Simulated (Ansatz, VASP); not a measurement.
# FeSnF6: VASP beside Ansatz, part 2 of 2

Wanted: the spread between two codes on one cell, functional and k mesh.

VASP 6.6.1 and Ansatz 0.2.0.

So far: Set-up; VASP: single point, r2SCAN, DFT+U.

In doubt: on Fe and Co compounds r2SCAN can change the orbital order between nearby geometries, unless the shell is half filled, which bears on forces and vibrations.

### Step 3. Ansatz: single point, r2SCAN, DFT+U

Level of this step: Ansatz beside VASP: Kohn-Sham DFT, plane waves, r2SCAN, DFT+U (Ansatz).

Ansatz runs on its default PAW (the set named soft_2) files.

The same cell, functional, mesh and smearing now go to Ansatz, which takes its cutoff from its data sets.

File input.yaml:

```yaml
crystal:
  lattice:
    - [2.635, 1.5213179593, 4.6876666667]
    - [-2.635, 1.5213179593, 4.6876666667]
    - [0.0, -6.0852718372, 9.3753333334]
  atoms:
    - { symbol: Sn, position: [0.0, 0.0, 0.0] }
    - { symbol: Sn, position: [0.0, 0.0, 0.5] }
    - { symbol: Fe, position: [0.5, 0.5, 0.25], spin: 3.0 }
    - { symbol: Fe, position: [0.5, 0.5, 0.75], spin: 3.0 }
    - { symbol: F, position: [0.191, 0.981, 0.2895] }
    - { symbol: F, position: [0.191, 0.981, 0.7895] }
    - { symbol: F, position: [0.981, 0.579, 0.0955] }
    - { symbol: F, position: [0.981, 0.579, 0.5955] }
    - { symbol: F, position: [0.579, 0.191, 0.4905] }
    - { symbol: F, position: [0.579, 0.191, 0.9905] }
    - { symbol: F, position: [0.809, 0.019, 0.2105] }
    - { symbol: F, position: [0.809, 0.019, 0.7105] }
    - { symbol: F, position: [0.019, 0.421, 0.4045] }
    - { symbol: F, position: [0.019, 0.421, 0.9045] }
    - { symbol: F, position: [0.421, 0.809, 0.0095] }
    - { symbol: F, position: [0.421, 0.809, 0.5095] }
hamiltonian:
  xc: r2scan
  pseudopotentials: { kind: paw }
  hubbard: { sites: [{ species: Fe, l: d, u_eff: 3.0 }] }
magnetization:
  spin_polarized: true
kpoints:
  mp_grid: { grid: [4, 4, 2] }
scf:
  occupations: { method: gaussian, width: 0.05 }
  n_extra_bands: 13
output:
  forces: true
  stress: true
  eigenvalues: true
```

Run with:

```bash
$ ansatz run input.yaml --threads 4 --pin off --max-ram 9216MiB --backend cpu --events-out ev --progress --plain --runs-dir out
```

Numbers of over 12 decimals in the logs are rounded to 6 here.

What it wrote:

```text
Warning: the band count 85 (scf.n_extra_bands) hosts the net moment |M| = 6.0000 μB (N_el = 144) but caps the reachable moment at 2·n_bands − N_el = 26.0000 μB, below the 91 bands that the automatic rule leaves for it — a moment growing past the seed, or the majority channel's smearing tail, pins there with fewer empty majority states than that count leaves; raise or omit scf.n_extra_bands unless the cap is intended
Sn: projections on atomic orbitals take those of the free atom [Kr] 4d10 5s2 5p2, of charge +0.00 (hamiltonian.pseudopotentials.projection_atoms); the dataset's partial waves leave at most 5.0e-6 of an orbital's norm unspanned inside its sphere
Fe: projections on atomic orbitals take those of the free atom [Ne] 3s2 3p6 3d6 4s2, of charge +0.00 (hamiltonian.pseudopotentials.projection_atoms); the dataset's partial waves leave at most 1.1e-6 of an orbital's norm unspanned inside its sphere
F: projections on atomic orbitals take those of the free atom [He] 2s2 2p5, of charge +0.00 (hamiltonian.pseudopotentials.projection_atoms); the dataset's partial waves leave at most 1.6e-8 of an orbital's norm unspanned inside its sphere
scf.n_extra_bands = 13 over 72 filled bands (N_el = 144.0): the run solves 85 bands
Engine: ansatz 0.2.0, aarch64-unknown-linux-gnu
Pseudopotentials: kind: paw
Pseudopotential: Sn, paw, valence charge 14, recommended cutoff 500 eV (meta_gga), Sn.paw.azcp
Pseudopotential: Fe, paw, valence charge 16, recommended cutoff 500 eV (meta_gga), Fe.paw.azcp
Pseudopotential: F, paw, valence charge 7, recommended cutoff 500 eV (meta_gga), F.paw.azcp
Functional definition: r2SCAN
  parameter k0 = 0.174
  parameter k1 = 0.065
  parameter a1 = 4.9479
  exchange = r2scan_x(k0 = k0, k1 = k1, a1 = a1)
  correlation = r2scan_c
Crystal: 16 atoms, lattice volume = 225.496 Å³
Basis set: ecut = 500 eV, 5705 PW (Γ), exchange–correlation on 180×180×360 points (64 copies of the dense FFT grid, shifted against one another)
Bands: 85, of which v1, the nominal top of the filled ones, is band 72 counted from 1 (71 counted from 0)
Symmetry: 4 space group operations
Space group: R-3 (ITA 148), of the structure as read, at distance tolerance 6.1e-5 Å
Magnetic group: BNS 148.17 (UNI 1247), of the structure as read, at distance tolerance 6.1e-5 Å
k-points: 20 of 32
Non-local potential: Sn, projectors of the file, l = 0: 2, l = 1: 2, l = 2: 2, l = 3: 2
Non-local potential: Fe, projectors of the file, l = 0: 3, l = 1: 2, l = 2: 3, l = 3: 1
Non-local potential: F, projectors of the file, l = 0: 2, l = 1: 2, l = 2: 1
PAW form: soft (Blöchl's): semilocal exchange-correlation on the pseudo side does not see the compensation charge
PAW frozen core: Sn, regenerated for the run's functional (the file was generated under x = pbe(κ = 0.804, μ = 0.219515), c = pbe(β = 0.066725))
PAW frozen core: Fe, regenerated for the run's functional (the file was generated under x = pbe(κ = 0.804, μ = 0.219515), c = pbe(β = 0.066725))
PAW frozen core: F, regenerated for the run's functional (the file was generated under x = pbe(κ = 0.804, μ = 0.219515), c = pbe(β = 0.066725))
PAW one-centre angular grid: Sn, 590 points (default); XC on 249 of its mesh's 2787 points in the sphere
PAW one-centre angular grid: Fe, 590 points (default); XC on 160 Gauss nodes
PAW one-centre angular grid: F, 302 points (default); XC on 160 Gauss nodes
Initial density: superposition of atomic densities (chi_scale 0.1, normalization cell, long waves kept (reshape's long-wave potential 0.09 eV rms))
Starting moments: Σ|m| = 6 μB on 2 of 16 sites
Initial wavefunctions: pseudopotential atomic-orbital guess
Functional: x = r2scan, c = r2scan; τ floored in thin density (d = 2e-4 eV/Å³)
SCF iter   1: F=—  HF=-30815.003718 eV  |F-HF|=—  |Δ(HF+E_count)|=         —  Δρ=3.28e-1 (↑1.37e-1 ↓3.28e-1)  dr2=4.97e2  dr2_τ=1.48e0  dr2_m=2.35e1  M=0.203 μB ∫|m|=0.478 μB  β_m=0.30  ethr=3.10e-3  ⟨swp⟩=5.9  Hψ=13014  notcnv=0  defer=1
preconditioner: auto → Kerker (q_TF=auto, 2.532 Å⁻¹)  [metal: Δε(μ)=0.013 eV  Ē_g=15.119 eV  σ=0.050 eV  W_gap=0.15  n_scr=60 (ndim 8)  ℏωp=28.0 eV  f_vac=0.056  D(μ)=21.20/eV (n_scr^D=262)]
spin=Collinear: Kerker preconditioning applied to the charge; magnetization (m = ρ↑ − ρ↓) channel mixes plain (no charge-response kernel on spin).
SCF iter   2: F=—  HF=-30763.153822 eV  |F-HF|=—  |Δ(HF+E_count)|=    5.18e1  Δρ=1.13e-1 (↑5.70e-2 ↓1.13e-1)  dr2=1.37e1  dr2_τ=1.54e0  dr2_m=9.17e0  M=8.062 μB ∫|m|=8.063 μB  β_m=1.00  ethr=3.10e-3  ⟨swp⟩=4.0  Hψ=10572  notcnv=0  defer=200  κ⁻¹=1.0e0(r=1)
SCF iter   3: F=—  HF=-30758.320041 eV  |F-HF|=—  |Δ(HF+E_count)|=    4.83e0  Δρ=4.75e-2 (↑3.36e-2 ↓4.75e-2)  dr2=5.57e0  dr2_τ=1.61e-1  dr2_m=2.89e-1  M=8.000 μB ∫|m|=8.044 μB  β_m=1.00  ethr=3.10e-3  ⟨swp⟩=3.1  Hψ=7364  notcnv=0  defer=209  κ⁻¹=1.3e-3(r=2)
SCF iter   4: F=—  HF=-30762.992645 eV  |F-HF|=—  |Δ(HF+E_count)|=    4.67e0  Δρ=1.46e-2 (↑1.46e-2 ↓1.43e-2)  dr2=9.26e-1  dr2_τ=2.33e-2  dr2_m=3.90e-2  M=8.000 μB ∫|m|=8.051 μB  β_m=1.20  ethr=3.10e-3  ⟨swp⟩=3.0  Hψ=7483  notcnv=0  defer=217
Mixer restart at iter 4: flushing history
[...]
SCF 2 converged in 9 iterations: F = -30768.300419 eV  dr2 = 1.03e-8
iter 1 solved again at ethr=7.15e-12 eV; its pass at ethr=3.10e-3 eV (dr2=1.03e-8 eV) is discarded
SCF iter   1: F=-30768.300419 eV  HF=-30768.300419 eV  |F-HF|=4.77e-10  |Δ(HF+E_count)|=         —  Δρ=2.60e-6 (↑2.60e-6 ↓1.68e-6)  dr2=1.03e-8  dr2_τ=1.17e-9  dr2_m=3.73e-9  M=8.000 μB ∫|m|=8.025 μB  β_m=1.20  ethr=7.15e-12  ⟨swp⟩=3.8  Hψ=12011  notcnv=0
preconditioner: auto → Resta (q_TF=auto, 2.532 Å⁻¹)  ε∞=4.0  [insulator: Δε(μ)=3.179 eV  Ē_g=16.141 eV  σ=0.050 eV  W_gap=1.00  n_scr=60 (ndim 8)  ℏωp=28.0 eV  f_vac=0.135  D(μ)=0.00/eV (n_scr^D=0)  ε∞_Penn≈4.0]
spin=Collinear: Resta preconditioning applied to the charge; magnetization (m = ρ↑ − ρ↓) channel mixes plain (no charge-response kernel on spin).
SCF iter   2: F=-30768.300419 eV  HF=-30768.300419 eV  |F-HF|=1.84e-9  |Δ(HF+E_count)|=   4.48e-9  Δρ=1.08e-6 (↑1.08e-6 ↓1.00e-6)  dr2=3.71e-9  dr2_τ=1.72e-10  dr2_m=1.13e-10  M=8.000 μB ∫|m|=8.025 μB  ethr=7.15e-12  ⟨swp⟩=6.8  Hψ=11706  notcnv=0
SCF 3 converged in 2 iterations: F = -30768.300419 eV  dr2 = 3.71e-9
iter 1 solved again at ethr=2.57e-12 eV; its pass at ethr=6.94e-7 eV (dr2=3.70e-9 eV) is discarded
SCF iter   1: F=-30768.300419 eV  HF=-30768.300419 eV  |F-HF|=1.84e-9  |Δ(HF+E_count)|=         —  Δρ=1.08e-6 (↑1.08e-6 ↓1.00e-6)  dr2=3.70e-9  dr2_τ=1.72e-10  dr2_m=1.13e-10  M=8.000 μB ∫|m|=8.025 μB  ethr=2.57e-12  ⟨swp⟩=1.0  Hψ=14265  notcnv=0
spin=Collinear: Resta preconditioning applied to the charge; magnetization (m = ρ↑ − ρ↓) channel mixes plain (no charge-response kernel on spin).
SCF iter   2: F=-30768.300415 eV  HF=-30768.300415 eV  |F-HF|=1.78e-9  |Δ(HF+E_count)|=   3.75e-6  Δρ=2.04e-5 (↑1.39e-5 ↓2.04e-5)  dr2=7.99e-7  dr2_τ=2.51e-8  dr2_m=7.00e-8  M=8.000 μB ∫|m|=8.025 μB  ethr=6.94e-7  ⟨swp⟩=1.0  Hψ=9360  notcnv=0
SCF iter   3: F=-30768.300419 eV  HF=-30768.300419 eV  |F-HF|=2.25e-9  |Δ(HF+E_count)|=   3.89e-6  Δρ=1.75e-6 (↑1.75e-6 ↓1.21e-6)  dr2=4.09e-9  dr2_τ=5.32e-10  dr2_m=1.88e-9  M=8.000 μB ∫|m|=8.025 μB  ethr=6.94e-11  ⟨swp⟩=1.9  Hψ=11448  notcnv=0
an SCF along what the orbitals of the run's state read of its open shells (or to have them read: on a GPU, or by another smearing), with 2 of the crystal's symmetry operations given up, reached no lower state that the run goes on to. This is no proof of a minimum
SCF converged after 2 iterations
Stability not told: the SCF's own minimisation came to no verdict on its close; the lowest value that the minimisation read is 1.9e-2 (residual 8.4e-4): no lower mode is shown, and none is ruled out
Magnetization: 8.0000 μB (76.0000 up, 68.0000 down)
Absolute magnetization: 8.0249 μB (∫|ρ↑−ρ↓|, with the PAW one-centre terms)
Spin contamination: 0.0116 ħ² per cell (⟨S²⟩ above its minimum at these occupations)
Per-site moments (μB) at R_I (Å): [(0.000635867, 0.829964), (0.000635867, 0.829964), (3.721548, 0.986394), (3.721536, 0.986394), (0.010040, 0.829964), (0.010429, 0.829964), (0.00805718, 0.829964), (0.010077, 0.829964), (0.010405, 0.829964), (0.00807813, 0.829964), (0.010040, 0.829964), (0.010429, 0.829964), (0.00805718, 0.829964), (0.010077, 0.829964), (0.010405, 0.829964), (0.00807813, 0.829964)]
Free energy (F): -30768.300419 eV
Harris-Foulkes:  -30768.300419 eV  (|F-HF|=1.84e-9)
Internal energy: -30768.300419 eV  (E = F + TS)
E sigma→0 (E₀):  -30768.300419 eV
Fermi energy:    4.129106 eV
--- Per-component energies (eV) ---
  E_band       = -1803.431628
  E_kinetic    = 3520.565509
  E_local      = -15264.246817  (includes V_loc(G=0)·N_el)
  E_nonlocal   = 1290.322896
  E_hartree    = 6346.473842
  E_xc         = -1897.971932
  E_vxc        = -1900.127361  (∫ρ·V_xc dr)
  E_hubbard    = 0.345388  (on-site DFT+U / exact-exchange correction)
  E_vhub       = -17.579917  (the Hubbard potential's part of the band-sum identity)
  E_paw        = -13552.815533  (= ΣΔE_a)
  E_vpaw       = -2263.657137  (= ΣTr[D̂ρ^β])
  E_aug_tail   = 0.012750  (compensation charges beyond the density's cutoff)
  E_vtau       = 138.330281  (kinetic-family band-sum trace: ∫τ·v_τ [+ j·A + Jᵃ·Aᵃ] dr)
  E_ewald      = -11211.501514
  E_core_change = 0.514992  (= ΣΔE_core)
  E_smearing   = -0.000000  (= −TS)
  E_closure    = -0.000000  (closes the sum)
  Σ components = -30768.300419   (vs F -30768.300419, Δ=0.00e0)
--- Forces (eV/Å), atoms counted from 1 ---
  atom   1  Sn    -0.02159022    -0.06128886    -0.04392269
  atom   2  Sn     0.02159022     0.06128886     0.04392269
  atom   3  Fe     0.00000000     0.00000000     0.00000000
  atom   4  Fe     0.00000000     0.00000000     0.00000000
  atom   5  F      1.09260388    -0.68872380     0.09971360
  atom   6  F      1.10232560    -0.70937720     0.10105279
  atom   7  F     -1.14067846    -0.49293992     0.18425591
  atom   8  F     -1.15077944    -0.61700568     0.11174721
  atom   9  F      0.07670531     1.31790006     0.10304239
  atom  10  F      0.13895379     1.24364605     0.18580055
  atom  11  F     -1.09260388     0.68872380    -0.09971360
  atom  12  F     -1.10232560     0.70937720    -0.10105279
  atom  13  F      1.14067846     0.49293992    -0.18425591
  atom  14  F      1.15077944     0.61700568    -0.11174721
  atom  15  F     -0.07670531    -1.31790006    -0.10304239
  atom  16  F     -0.13895379    -1.24364605    -0.18580055
  max |Σ_I F_I| component: 1.39e-16 eV/Å
--- Stress (GPa, compression-positive) ---
      -12.071909       0.044524       0.142050
        0.044538     -11.849195      -0.102474
        0.142135      -0.102500      -6.657185
  P = ⅓ Tr σ = -10.1928 GPa (-101.928 kbar)
--- Band table (eV; the first three rows and the last of 40) ---
  k-point 0 ↑: bands = [... 68 lower, 1.1633, 1.1828, 1.2106, 1.3026, 1.3121, 1.3155, 1.3426, 1.3467, ... 9 higher]
  k-point 1 ↑: bands = [... 68 lower, 1.1209, 1.1668, 1.2048, 1.2064, 1.2712, 1.3109, 1.3302, 1.3602, ... 9 higher]
  k-point 2 ↑: bands = [... 68 lower, 1.1184, 1.1363, 1.1620, 1.1899, 1.2295, 1.2767, 1.3511, 1.3760, ... 9 higher]
  k-point 19 ↓: bands = [... 68 lower, 6.5294, 6.5576, 6.7685, 6.7766, 7.1075, 7.1725, 7.9006, 8.0892, ... 9 higher]
Occupation matrices written to <dir>
```

The job ended after 11 min (4 threads of Arm Neoverse V2, shared host; peak memory 3.4 GiB).

Reading the cycles: dr2 is the Hartree energy of the density residual (eV), the measure of convergence; HF is the Harris–Foulkes estimate of the energy, which meets the free energy F at convergence.

The run ends at a pressure of -10.19 GPa, with forces up to 1.3 eV/Å.

### Step 4. Side by side

Known differences besides the PAW data sets themselves: U acts on the PAW sphere in VASP and on atomic orbitals in Ansatz, so only states and trends compare; VASP keeps PBE cores, Ansatz makes them for the functional; the data sets hold 144 valence electrons in Ansatz (default PAW (the set named soft_2) files) and 108 in VASP; the cutoff is 500 eV in Ansatz and 480 eV in VASP (PREC = Normal); site moments are counted in spheres of each program's own size. Total energies have different zeros and are not compared.

The two programs side by side:

```
              quantity  Ansatz    VASP  difference
        pressure (GPa)  -10.19  -11.12       +0.93
gap on the k mesh (eV)   3.179   2.941      +0.238
     total moment (μB)    8.00    8.00        0.00
    moment on Fe4 (μB)    3.72    3.84       -0.12
    moment on Fe3 (μB)    3.72    3.84       -0.12
```

Forces on 10 of the 16 atoms, picked by the larger force of the two programs (eV/Å; atoms numbered as in POSCAR):

```
atom          Ansatz x, y, z            VASP x, y, z
  F5    1.093, -0.689, 0.100    1.094, -0.686, 0.079
  F6    1.102, -0.709, 0.101    1.094, -0.686, 0.079
  F7   -1.141, -0.493, 0.184   -1.142, -0.603, 0.083
  F8   -1.151, -0.617, 0.112   -1.142, -0.603, 0.083
  F9     0.077, 1.318, 0.103     0.049, 1.290, 0.082
 F11   -1.093, 0.689, -0.100   -1.094, 0.686, -0.079
 F12   -1.102, 0.709, -0.101   -1.094, 0.686, -0.079
 F13    1.141, 0.493, -0.184    1.142, 0.603, -0.083
 F14    1.151, 0.617, -0.112    1.142, 0.603, -0.083
 F15  -0.077, -1.318, -0.103  -0.049, -1.290, -0.082
```

The forces differ by 47 meV/Å r.m.s., which is 7.3 % of the r.m.s. force of 0.65 eV/Å (both taken over all components). Ansatz's pressure holds a Pulay correction of 0.15 GPa; VASP's holds none.

### Step 5. Results

```json
{
  "difference in moment on Fe4 (single point, r2SCAN, DFT+U)": "-0.12 μB"
}
```

What this shows: The difference in moment on Fe4 is -0.12 μB (single point, r2SCAN, DFT+U). How closely two codes agree says nothing of how well the functional describes the real material.

[Lines on the potential files, build, host, timing and source positions are cut from VASP's logs without a mark.]

[Logs are printed without paths, hosts, clocks, repeated set-up lines and the standing remarks that a program may print on its own settings, such as how far it seeks lower states.]

[Hosts, paths, dates, database ids (printed as entryN), source tags and the programs' standing remarks are cut or masked in the printed files.]
